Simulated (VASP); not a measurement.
Consider the following.

```
AlRu
1.0
    2.95314     0.00000     0.00000
    0.00000     2.95314     0.00000
    0.00000     0.00000     2.95314
Al Ru
1 1
Direct
  0.50000   0.50000   0.50000
  0.00000   0.00000   0.00000
```

All values below come from r2SCAN meta-GGA, VASP's PBE PAW potentials (set 64) (plane waves; VASP 6.6.1). Settings: 520 eV cut-off, 12×12×12 Γ-centred mesh, first-order Methfessel-Paxton smearing of 0.10 eV, potentials Al Ru_pv.

Q: Give the stress tensor in GPa (positive for a compressed cell).

A: 
```
6.98  0.00  0.00
0.00  6.98  0.00
0.00  0.00  6.98
```
The pressure is its mean diagonal, 6.98 GPa.

The compound is RuAl in the CsCl type structure. This cell is one point of a volume scan, at 0.97 of the reference volume. The electron count is odd and the run is not spin-polarised, which forces a metal.
